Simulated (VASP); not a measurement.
```xyz
64
Lattice="8.7583 0.0000 0.0000 0.0000 8.7583 0.0000 0.0000 0.0000 8.7583" Properties=species:S:1:pos:R:3 pbc="T T T"
Si     4.3784     8.7536     8.7527
Si     6.5665     2.1902     0.0044
Si     6.5678     0.0040     2.1881
Si     8.7567     0.0016     0.0013
Si     2.1825     2.1928     8.7532
Si     4.3761     4.3819     0.0049
Si     6.5646     6.5744     8.7535
Si     2.1819     8.7540     2.1927
Si     4.3663     2.1791     2.1796
Si     6.5762     4.3902     2.1807
Si     4.3764     0.0056     4.3814
Si     6.5780     2.1797     4.3903
Si     6.5644     8.7540     6.5758
Si     0.0017     4.3775     8.7530
Si     2.1866     6.5694     0.0012
Si     8.7524     2.1897     2.1886
Si     2.1904     4.3807     2.1885
Si     4.3761     6.5667     2.1893
Si     0.0024     8.7531     4.3772
Si     2.1895     2.1899     4.3809
Si     4.3656     4.3894     4.3897
Si     6.5666     6.5668     4.3807
Si     2.1871     0.0009     6.5685
Si     4.3756     2.1897     6.5660
Si     6.5673     4.3803     6.5646
Si     0.0025     6.5742     2.1921
Si     8.7527     4.3817     4.3808
Si     2.1828     6.5747     4.3773
Si     0.0028     2.1918     6.5753
Si     2.1818     4.3774     6.5760
Si     4.3788     6.5736     6.5748
Si     8.7562     6.5694     6.5689
C      5.4681     1.0737     1.0732
C      7.6817     3.2887     1.0743
C      7.6828     1.0734     3.2875
C      1.0930     1.0935     1.0923
C      3.2609     3.2824     1.0736
C      5.4751     5.4963     1.0751
C      7.6648     7.6647     1.0918
C      3.2597     1.0749     3.2832
C      7.6816     5.4966     3.2826
C      5.4757     1.0748     5.4969
C      7.6838     3.2810     5.4959
C      7.6642     1.0930     7.6656
C      1.0914     5.4771     1.0920
C      3.2784     7.6643     1.0926
C      1.0920     3.2858     3.2852
C      3.2605     5.4956     3.2873
C      5.4713     7.6658     3.2849
C      1.0914     1.0923     5.4775
C      3.2595     3.2878     5.4963
C      5.4678     5.4952     5.4951
C      7.6638     7.6645     5.4782
C      3.2782     1.0927     7.6627
C      5.4708     3.2860     7.6639
C      7.6639     5.4775     7.6623
C      1.0924     7.6636     3.2853
C      1.0934     5.4780     5.4779
C      3.2795     7.6646     5.4775
C      1.0913     3.2841     7.6642
C      3.2786     5.4778     7.6654
C      5.4712     7.6636     7.6640
C      1.0917     7.6653     7.6635
B      5.4718     3.2834     3.2859
```
Cell charge -1.

These are HSE06 screened hybrid, VASP's PBE PAW potentials (set 64) (plane waves; VASP) values and carry that method's errors. Run with PREC = Normal, LREAL = Auto, ISYM = 0, NELECT = 256.0, EDIFF = 1E-5, 400 eV cut-off, 1×1×1 Γ-centred mesh, Gaussian smearing of 0.050 eV, potentials Si C B.

The cell is charged, with a uniform compensating background. The supercell is sampled at Γ alone, which is coarse: total energies, pressure and levels can be off, energies of defects by several tenths of an eV.

Q: What does the run give for the energy per atom (σ→0)?

A: 
```yaml
energy per atom (σ→0): -8471 meV/atom
```

Only differences to runs with the same potentials and settings are physical.

The cell is a supercell with a defect, built from SiC (zinc blende): B_C, charge -1. The cell's shape comes from a PBE relaxation. The run is not spin-polarised, so no state with unpaired spins was tried.
